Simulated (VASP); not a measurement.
An input for Quantum ESPRESSO's pw.x (written as the equivalent of a VASP run, and not itself run):

```
&CONTROL
  calculation = 'scf'
  pseudo_dir = './pseudo'
  outdir = './out'
  tprnfor = .true.
  tstress = .true.
/
&SYSTEM
  ibrav = 0
  nat = 4
  ntyp = 1
  ecutwfc = 82
  occupations = 'smearing'
  smearing = 'fermi-dirac'
  degauss = 0.00735
  input_dft = 'pz'
/
&ELECTRONS
  conv_thr = 7.3e-08
  electron_maxstep = 100
/
ATOMIC_SPECIES
  C 12.011 C.upf
CELL_PARAMETERS angstrom
     2.4672900    0.0000000    0.0000000
    -1.2336450    2.1367360    0.0000000
     0.0000000    0.0000000    7.8030700
ATOMIC_POSITIONS crystal
  C    0.0000000  0.0000000  0.2500000
  C    0.0000000  0.0000000  0.7500000
  C    0.3333330  0.6666670  0.2500000
  C    0.6666670  0.3333330  0.7500000
K_POINTS automatic
  20 20 6 1 1 1
```

**Question.** Write the VASP files for the same calculation (LDA).

**Answer.** One answer among several that fit: 
File KPOINTS:
```
Regular mesh
0
G
 20 20 6
0.5 0.5 0.5
```

POSCAR:
```
C
1
    2.4672900000     0.0000000000     0.0000000000
   -1.2336450000     2.1367360000     0.0000000000
    0.0000000000     0.0000000000     7.8030700000
C
4
Direct
  0.0000000000   0.0000000000   0.2500000000
  0.0000000000   0.0000000000   0.7500000000
  0.3333330000   0.6666670000   0.2500000000
  0.6666670000   0.3333330000   0.7500000000
```

INCAR:
```
# general
SYSTEM  =  C
PREC    =  Accurate
ENCUT   =  400
LREAL   =  F
LASPH   =  T

# electronic loop
EDIFF   =  1E-6
NELM    =  100
ALGO    =  Normal

# smearing
ISMEAR  =  -1
SIGMA   =  0.1

# ions
ISIF    =  2

# output
LWAVE   =  F
LCHARG  =  F
```

POTCAR, in this order: C (LDA.64 set). Program: vasp_std.

The two are equivalent in intent, not identical: the potentials are each code's own (VASP's PAW set, PseudoDojo norm-conserving files in pw.x), so ENCUT and ecutwfc are chosen apart and not converted; conv_thr bounds pw.x's estimated SCF error, while EDIFF bounds the energy change between steps.

The structure comes from a computed database's C entry; how it stands against other phases isn't given here. The cell was not relaxed at this level.
